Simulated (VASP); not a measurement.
All values below come from LDA (Ceperley-Alder, Perdew-Zunger), VASP's LDA PAW potentials (set 64) (plane waves; VASP).

VASP ran on this input.

### INCAR
```
! general
SYSTEM = Si
PREC   = Accurate
ENCUT  = 400   ! plane-wave cut-off (eV)
LREAL  = .FALSE.   ! projection in real space or not
LASPH  = .TRUE.

! electronic loop
EDIFF  = 1E-8   ! SCF stop (eV)
NELM   = 100   ! most electronic steps
ALGO   = Normal   ! blocked Davidson

! smearing
ISMEAR = 0   ! Gaussian
SIGMA  = 0.05

! ions
IBRION = 1   ! quasi-Newton
NSW    = 30   ! most ionic steps
ISIF   = 2   ! forces and stress, cell fixed
EDIFFG = -0.001

! output
LWAVE  = .FALSE.
LCHARG = .FALSE.
```

**KPOINTS**
```
Automatic mesh
0
G
8 8 8
0 0 0
```

**POSCAR**
```
Si
1.0
  0.0000000000   2.7014653578   2.7014653578
  2.7014653578   0.0000000000   2.7014653578
  2.7014653578   2.7014653578   0.0000000000
Si
2
direct
  0.0000000000   0.0000000000   0.0000000000
  0.2500000000   0.2500000000   0.2500000000
```

POTCAR, in this order: Si (LDA.64 set). Program: vasp_std.

What VASP printed:

**OSZICAR**
```
       N       E                     dE             d eps       ncg     rms          rms(c)
DAV:   1     0.501500688564E+01    0.50150E+01   -0.28990E+03   464   0.634E+02
DAV:   2    -0.119581788811E+02   -0.16973E+02   -0.16375E+02   720   0.775E+01
DAV:   3    -0.121863886116E+02   -0.22821E+00   -0.22821E+00   568   0.116E+01
DAV:   4    -0.121874647440E+02   -0.10761E-02   -0.10761E-02   776   0.867E-01
DAV:   5    -0.121874654749E+02   -0.73090E-06   -0.73090E-06   576   0.188E-02    0.510E+00
DAV:   6    -0.119998615566E+02    0.18760E+00   -0.12868E-01   592   0.180E+00    0.306E+00
DAV:   7    -0.119151379653E+02    0.84724E-01   -0.22381E-01   560   0.242E+00    0.253E-01
DAV:   8    -0.119151413021E+02   -0.33368E-05   -0.63694E-03   496   0.596E-01    0.681E-02
DAV:   9    -0.119151239037E+02    0.17398E-04   -0.20590E-04   704   0.973E-02    0.592E-02
DAV:  10    -0.119151281854E+02   -0.42817E-05   -0.10592E-05   560   0.237E-02    0.341E-02
DAV:  11    -0.119151281319E+02    0.53557E-07   -0.67672E-07   680   0.574E-03    0.334E-03
DAV:  12    -0.119151281339E+02   -0.20630E-08   -0.62978E-09   536   0.660E-04
   1 F= -.11915128E+02 E0= -.11915128E+02  d E =-.119151E+02
```

**OUTCAR**
```
------------------------ aborting loop because EDIFF is reached ----------------------------------------
  FORCE on cell =-STRESS in cart. coord.  units (eV):
  Direction    XX          YY          ZZ          XY          YZ          ZX
  --------------------------------------------------------------------------------------
  Total       -0.0004839     -0.0004839     -0.0004839      0.0000000      0.0000000      0.0000000
  in kB       -0.0196625     -0.0196625     -0.0196625      0.0000000      0.0000000      0.0000000
  external PRESSURE =      -0.0196625 kB  Pullay stress =       0.0000000 kB
  volume of cell :       39.43
      direct lattice vectors                 reciprocal lattice vectors
     0.000000000  2.701465358  2.701465358    -0.185084735  0.185084735  0.185084735
     2.701465358  0.000000000  2.701465358     0.185084735 -0.185084735  0.185084735
     2.701465358  2.701465358  0.000000000     0.185084735  0.185084735 -0.185084735
 POSITION                                       TOTAL-FORCE (eV/Angst)
 -----------------------------------------------------------------------------------
      0.00000      0.00000      0.00000        -0.000000     -0.000000     -0.000000
      1.35073      1.35073      1.35073         0.000000      0.000000      0.000000
 -----------------------------------------------------------------------------------
    total drift:                                0.000000      0.000000     -0.000000
  FREE ENERGIE OF THE ION-ELECTRON SYSTEM (eV)
  ---------------------------------------------------
  free  energy   TOTEN  =       -11.9151281339 eV

  energy  without entropy=      -11.9151281339  energy(sigma->0) =      -11.91512813

 reached required accuracy - stopping structural energy minimisation
```
(Selected blocks of OUTCAR.)

### OUTCAR
```
 val. band max:        5.9295890983   @ k =   0.0000   0.0000   0.0000

 cond. band min:       6.4201180467   @ k =   0.3750   0.3750   0.0000


 Fermi energy:         6.1747503380

 k-point     1 :       0.0000    0.0000    0.0000
  band No.  band energies     occupation
      1      -6.1338      2.00000
      2       5.9296      2.00000
      3       5.9296      2.00000
      4       5.9296      2.00000
      5       8.4596      0.00000
      6       8.4596      0.00000
      7       8.4596      0.00000
      8       9.3153      0.00000

 k-point     2 :       0.1250    0.0000    0.0000
  band No.  band energies     occupation
      1      -5.9269      2.00000
      2       4.3125      2.00000
      3       5.6356      2.00000
      4       5.6356      2.00000
      5       8.3962      0.00000
      6       8.8901      0.00000
      7       8.8901      0.00000
      8      10.6480      0.00000

 k-point     3 :       0.2500    0.0000    0.0000
  band No.  band energies     occupation
      1      -5.3226      2.00000
      2       1.9583      2.00000
      3       5.1606      2.00000
      4       5.1606      2.00000
      5       7.9112      0.00000
      6       9.4047      0.00000
      7       9.4047      0.00000
      8      12.8200      0.00000

 k-point     4 :       0.3750    0.0000    0.0000
  band No.  band energies     occupation
      1      -4.4125      2.00000
      2      -0.0891      2.00000
      3       4.8327      2.00000
      4       4.8327      2.00000
      5       7.5429      0.00000
      6       9.3328      0.00000
      7       9.3328      0.00000
      8      13.6410      0.00000

 k-point     5 :       0.5000    0.0000    0.0000
  band No.  band energies     occupation
      1      -3.7561      2.00000
      2      -1.1337      2.00000
      3       4.7208      2.00000
      4       4.7208      2.00000
      5       7.4139      0.00000
      6       9.2148      0.00000
      7       9.2148      0.00000
...
```

The compound is Si in the diamond structure. It was relaxed first. The start is the result of an earlier pass.
